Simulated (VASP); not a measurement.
Energy against volume of HfB$_{2}$ (AlB2 type). Level of theory: MS2 meta-GGA, VASP's PBE PAW potentials (set 64) (plane waves; VASP 6.6.1). Settings: 520 eV cut-off, 11×11×9 Γ-centred mesh, first-order Methfessel-Paxton smearing of 0.10 eV, potentials Hf_pv B.

Shape and ions are relaxed at each volume.

```
V (Å³/atom)  E (eV/atom)
-----------  -----------
9.144           -4.33737
9.435           -4.36191
9.727           -4.36956
10.019          -4.36265
```

Q: Fit these four points and predict the energy of the run at 10.311 Å³/atom.

A: A cubic in V^(−2/3), the third-order Birch-Murnaghan form, passes through the four points with V0 = 9.73 Å³/atom and B0 = 266 GPa, and gives -4.3433 eV/atom there. The run gave -4.3432 eV/atom, +0.1 meV/atom from the fit; all five points give B0 = 266 GPa.

The compound is HfB2 in the AlB2 type structure. It was relaxed first.
